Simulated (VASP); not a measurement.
All values below come from optB88-vdW, VASP's PBE PAW potentials (set 64) (plane waves; VASP 6.6.1).

A VASP calculation is set up with these files.

INCAR:
```
# general
SYSTEM   = PbO monolayer
PREC     = Normal
ENCUT    = 500
LREAL    = .FALSE.   # projection in real space or not
LASPH    = .TRUE.   # aspherical one-centre terms

# electronic loop
EDIFF    = 1E-6   # SCF stop (eV)
NELM     = 100
NELMIN   = 4
ALGO     = Normal   # blocked Davidson
LMAXMIX  = 4

# smearing
ISMEAR   = 0   # Gaussian
SIGMA    = 0.05

# functional
GGA      = BO
LUSE_VDW = .TRUE.
AGGAC    = 0.0
PARAM1   = 0.1833333333
PARAM2   = 0.22

# output
LWAVE    = .FALSE.
LCHARG   = .FALSE.
LORBIT   = 11   # lm-projected
LVHAR    = .TRUE.
```

File KPOINTS:
```
kpoints
0
gamma
  12 12 1
0 0 0
```

File POSCAR:
```
PbO monolayer
1
    4.0105853432     0.0000000000     0.0000000000
    0.0000000000     4.0105853432    -0.0000000000
    0.0000000000     0.0000000000    18.8168091932
Pb O
2 2
Direct
  0.5000000000   1.0000000000   0.4355338983
  0.0000000000   0.5000000000   0.5644661017
  0.5000000000   0.5000000000   0.5000000000
  0.0000000000   0.0000000000   0.5000000000
```

POTCAR, in this order: Pb_d O (PBE.64 set). Program: vasp_std. Read from the step before: WAVECAR.

The resulting files:

**OUTCAR**
```
 ion  position               nearest neighbor table
   1  0.500  0.000  0.436-   3 2.34   4 2.34   3 2.34   4 2.34   2 3.73   2 3.73   2 3.73   2 3.73
  LATTYP: Found a simple tetragonal cell.
 ALAT       =     4.0105853432
 C/A-ratio  =     4.6917862564
 Subroutine PRICEL returns:
 Original cell was already a primitive cell.
 Subroutine GETGRP returns: Found 16 space group operations
The static configuration has the point symmetry D_2d.
 The point group associated with its full space group is D_4h.
The dynamic configuration has the point symmetry D_2d.
 Subroutine INISYM returns: Found 16 space group operations
 Subroutine IBZKPT returns following result:
 Found     28 irreducible k-points:

 Following reciprocal coordinates:
            Coordinates               Weight
  0.000000  0.000000  0.000000      1.000000
  0.083333  0.000000  0.000000      4.000000
  0.166667  0.000000  0.000000      4.000000
  0.250000  0.000000  0.000000      4.000000
  0.333333  0.000000  0.000000      4.000000
  0.416667  0.000000  0.000000      4.000000
  0.500000  0.000000  0.000000      2.000000
  0.083333  0.083333  0.000000      4.000000
  0.166667  0.083333  0.000000      8.000000
  0.250000  0.083333  0.000000      8.000000
  0.333333  0.083333  0.000000      8.000000
  0.416667  0.083333  0.000000      8.000000
  0.500000  0.083333  0.000000      4.000000
  0.166667  0.166667  0.000000      4.000000
  0.250000  0.166667  0.000000      8.000000
  0.333333  0.166667  0.000000      8.000000
  0.416667  0.166667  0.000000      8.000000
  0.500000  0.166667  0.000000      4.000000
  0.250000  0.250000  0.000000      4.000000
  0.333333  0.250000  0.000000      8.000000
  0.416667  0.250000  0.000000      8.000000
  0.500000  0.250000  0.000000      4.000000
  0.333333  0.333333  0.000000      4.000000
...
```

### OSZICAR
```
       N       E                     dE             d eps       ncg     rms          rms(c)
DAV:   1    -0.217863042805E+02   -0.21786E+02   -0.99931E+01  1584   0.193E+00    0.111E+01
DAV:   2    -0.186937326789E+02    0.30926E+01   -0.46926E+02  1848   0.444E+01    0.130E+01
DAV:   3    -0.136222543833E+02    0.50715E+01   -0.11210E+01  1872   0.273E+01    0.481E+00
DAV:   4    -0.127889064354E+02    0.83335E+00   -0.70166E+00  2104   0.164E+01    0.155E+00
DAV:   5    -0.127408751471E+02    0.48031E-01   -0.13678E+00  1936   0.108E+01    0.179E+00
DAV:   6    -0.122753635906E+02    0.46551E+00   -0.31906E-01  1888   0.297E+00    0.128E+00
DAV:   7    -0.122101405131E+02    0.65223E-01   -0.60011E-02  2256   0.183E+00    0.764E-01
DAV:   8    -0.121008439781E+02    0.10930E+00   -0.96463E-03  2008   0.697E-01    0.623E-01
DAV:   9    -0.120339038141E+02    0.66940E-01   -0.35166E-03  1576   0.215E-01    0.587E-01
DAV:  10    -0.119339071411E+02    0.99997E-01   -0.74826E-03  1600   0.266E-01    0.504E-01
DAV:  11    -0.118866643722E+02    0.47243E-01   -0.31288E-03  2032   0.217E-01    0.428E-01
DAV:  12    -0.118196843380E+02    0.66980E-01   -0.55576E-03  1832   0.211E-01    0.357E-01
DAV:  13    -0.117866752274E+02    0.33009E-01   -0.28703E-03  2008   0.170E-01    0.297E-01
DAV:  14    -0.117551261385E+02    0.31549E-01   -0.33545E-03  1712   0.163E-01    0.243E-01
DAV:  15    -0.117306367356E+02    0.24489E-01   -0.42178E-03  1816   0.202E-01    0.175E-01
DAV:  16    -0.117194362706E+02    0.11200E-01   -0.19962E-03  1760   0.139E-01    0.131E-01
DAV:  17    -0.117113065444E+02    0.81297E-02   -0.42069E-03  1760   0.185E-01    0.663E-02
DAV:  18    -0.117112412054E+02    0.65339E-04   -0.24302E-03  2016   0.151E-01    0.148E-02
DAV:  19    -0.117118794796E+02   -0.63827E-03   -0.31491E-04  1824   0.733E-02    0.551E-03
DAV:  20    -0.117122802248E+02   -0.40075E-03   -0.55954E-04  1640   0.631E-02    0.538E-03
DAV:  21    -0.117122329846E+02    0.47240E-04   -0.99664E-04  1240   0.626E-02    0.254E-03
DAV:  22    -0.117118943543E+02    0.33863E-03   -0.14564E-04  1304   0.602E-02    0.331E-03
DAV:  23    -0.117116936766E+02    0.20068E-03   -0.32216E-04  1416   0.689E-02    0.257E-03
DAV:  24    -0.117117475297E+02   -0.53853E-04   -0.34818E-04  1120   0.604E-02    0.110E-03
DAV:  25    -0.117118763966E+02   -0.12887E-03   -0.21883E-04  1128   0.413E-02    0.342E-04
DAV:  26    -0.117119091464E+02   -0.32750E-04   -0.14348E-05  1112   0.172E-02    0.481E-04
DAV:  27    -0.117119484121E+02   -0.39266E-04   -0.20414E-05  1104   0.145E-02    0.606E-04
DAV:  28    -0.117120071875E+02   -0.58775E-04   -0.23332E-05   896   0.165E-02    0.356E-03
DAV:  29    -0.117120566469E+02   -0.49459E-04   -0.45436E-03  1184   0.398E-02    0.347E-04
DAV:  30    -0.117154411123E+02   -0.33845E-02   -0.72922E-03   944   0.230E-02    0.221E-01
DAV:  31    -0.117105962235E+02    0.48449E-02   -0.16162E+00  1408   0.306E-01    0.108E-02
DAV:  32    -0.117119349261E+02   -0.13387E-02   -0.46296E-04  1504   0.147E-01    0.362E-03
DAV:  33    -0.117120097443E+02   -0.74818E-04   -0.43523E-05  1312   0.448E-02    0.313E-03
DAV:  34    -0.117119424156E+02    0.67329E-04   -0.25321E-05  1176   0.279E-02    0.203E-03
DAV:  35    -0.117119837893E+02   -0.41374E-04   -0.69547E-06  1032   0.149E-02    0.110E-03
DAV:  36    -0.117119977232E+02   -0.13934E-04   -0.16831E-05  1056   0.158E-02    0.982E-04
DAV:  37    -0.117120222468E+02   -0.24524E-04   -0.20806E-05  1056   0.233E-02    0.868E-04
DAV:  38    -0.117120491722E+02   -0.26925E-04   -0.83197E-06  1000   0.190E-02    0.722E-04
DAV:  39    -0.117120247354E+02    0.24437E-04   -0.91430E-06  1008   0.174E-02    0.768E-04
DAV:  40    -0.117120683324E+02   -0.43597E-04   -0.10408E-04  1176   0.457E-02    0.715E-04
DAV:  41    -0.117120795033E+02   -0.11171E-04   -0.12270E-04  1160   0.543E-02    0.915E-04
DAV:  42    -0.117120755664E+02    0.39369E-05   -0.74345E-05  1152   0.441E-02    0.617E-04
DAV:  43    -0.117120757671E+02   -0.20062E-06   -0.89892E-05  1136   0.484E-02    0.925E-04
DAV:  44    -0.117121085828E+02   -0.32816E-04   -0.40210E-06   928   0.147E-02    0.883E-04
DAV:  45    -0.117122039101E+02   -0.95327E-04   -0.58483E-06  1056   0.103E-02    0.109E-03
DAV:  46    -0.117122201315E+02   -0.16221E-04   -0.33450E-06  1104   0.675E-03    0.125E-03
DAV:  47    -0.117122379832E+02   -0.17852E-04   -0.97325E-07  1016   0.613E-03    0.137E-03
DAV:  48    -0.117122219415E+02    0.16042E-04   -0.13064E-06   896   0.787E-03    0.143E-03
DAV:  49    -0.117122264526E+02   -0.45111E-05   -0.20521E-06   896   0.807E-03    0.136E-03
DAV:  50    -0.117122539303E+02   -0.27478E-04   -0.22570E-06   944   0.860E-03    0.132E-03
DAV:  51    -0.117122248337E+02    0.29097E-04   -0.20377E-06   896   0.113E-02    0.119E-03
DAV:  52    -0.117122497808E+02   -0.24947E-04   -0.20672E-06   896   0.103E-02    0.119E-03
DAV:  53    -0.117122469382E+02    0.28426E-05   -0.81840E-07   896   0.608E-03    0.114E-03
DAV:  54    -0.117122432453E+02    0.36929E-05   -0.21492E-06   896   0.733E-03    0.107E-03
DAV:  55    -0.117122501987E+02   -0.69535E-05   -0.19166E-06   896   0.761E-03    0.106E-03
DAV:  56    -0.117122527472E+02   -0.25484E-05   -0.53415E-07   912   0.379E-03    0.101E-03
DAV:  57    -0.117122387734E+02    0.13974E-04   -0.44068E-07   984   0.477E-03    0.987E-04
DAV:  58    -0.117122484823E+02   -0.97090E-05   -0.12681E-06   952   0.582E-03    0.102E-03
DAV:  59    -0.117122568105E+02   -0.83281E-05   -0.40058E-07   976   0.420E-03    0.100E-03
DAV:  60    -0.117122558236E+02    0.98688E-06   -0.43765E-07   896   0.357E-03
   1 F= -.11712256E+02 E0= -.11712256E+02  d E =-.536862E-11
```

**OUTCAR**
```
------------------------ aborting loop because EDIFF is reached ----------------------------------------
  FORCE on cell =-STRESS in cart. coord.  units (eV):
  Direction    XX          YY          ZZ          XY          YZ          ZX
  --------------------------------------------------------------------------------------
  Total       -0.1182029     -0.1182029     -0.0736748      0.0000000      0.0000000      0.0000000
  in kB       -0.6257157     -0.6257157     -0.3900029      0.0000000      0.0000000      0.0000000
  external PRESSURE =      -0.5471448 kB  Pullay stress =       0.0000000 kB
  volume of cell :      302.66
      direct lattice vectors                 reciprocal lattice vectors
     4.010585343  0.000000000  0.000000000     0.249340162  0.000000000  0.000000000
     0.000000000  4.010585343  0.000000000     0.000000000  0.249340162  0.000000000
     0.000000000  0.000000000 18.816809193     0.000000000  0.000000000  0.053143973
 POSITION                                       TOTAL-FORCE (eV/Angst)
 -----------------------------------------------------------------------------------
      2.00529      0.00000      8.19536         0.000000      0.000000     -0.003040
      0.00000      2.00529     10.62145         0.000000      0.000000      0.003040
      2.00529      2.00529      9.40840        -0.000000      0.000000      0.000000
      0.00000      0.00000      9.40840         0.000000      0.000000      0.000000
 -----------------------------------------------------------------------------------
    total drift:                                0.000000      0.000000     -0.000000
  FREE ENERGIE OF THE ION-ELECTRON SYSTEM (eV)
  ---------------------------------------------------
  free  energy   TOTEN  =       -11.7122558236 eV

  energy  without entropy=      -11.7122558236  energy(sigma->0) =      -11.71225582

 total charge

# of ion       s       p       d       tot
------------------------------------------
    1        1.373   0.600   9.868  11.841
    2        1.373   0.600   9.868  11.841
    3        1.572   3.390   0.000   4.962
    4        1.572   3.390   0.000   4.962
--------------------------------------------------
tot          5.889   7.979  19.736  33.605
```
(Selected blocks of OUTCAR.)

The cell is a sheet with vacuum, built from PbO (litharge).
